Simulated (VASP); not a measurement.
Here is the system:

```xyz
8
Lattice="4.4468 0.0000 0.0000 0.0000 4.4468 0.0000 0.0000 0.0000 4.4468" Properties=species:S:1:pos:R:3 pbc="T T T"
Fe     3.8393     2.8309     1.6159
Fe     1.6159     3.8393     2.8309
Fe     0.6075     0.6075     0.6075
Fe     2.8309     1.6159     3.8393
Si     0.7073     1.5161     2.9307
Si     2.9307     0.7073     1.5161
Si     3.7395     3.7395     3.7395
Si     1.5161     2.9307     0.7073
```

Computed with PBE GGA, VASP's PBE PAW potentials (set 64) (plane waves; VASP 6.6.1). Settings: 500 eV cut-off, 5×5×5 Γ-centred mesh, Gaussian smearing of 0.050 eV, potentials Fe Si.

Energy and stress use the plane-wave basis of the starting cell.

### Question
The ions, cell shape and volume at an external pressure of 5.0 GPa are relaxed. Give the cell that the relaxation ends in.

### Answer

```xyz
8
Lattice="4.4159 0.0000 0.0000 0.0000 4.4159 0.0000 0.0000 0.0000 4.4159" Properties=species:S:1:pos:R:3 pbc="T T T"
Fe     3.8096     2.8143     1.6016
Fe     1.6016     3.8096     2.8143
Fe     0.6063     0.6063     0.6063
Fe     2.8143     1.6016     3.8096
Si     0.7012     1.5067     2.9092
Si     2.9092     0.7012     1.5067
Si     3.7147     3.7147     3.7147
Si     1.5067     2.9092     0.7012
```
Space group P2_13 (198), at a tolerance of 0.03 Å.

### Question
How do energy and volume change from the first to the last step?

### Answer
The energy (σ→0) changes by +3.7 meV/atom and the volume by -2.1 %, in 6 ionic steps.

The compound is FeSi in the B20 structure. This run relaxes it under an external pressure of 5 GPa. Symmetry was kept, so distortions that lower it aren't found. The run is not spin-polarised, so no magnetic state was tried.
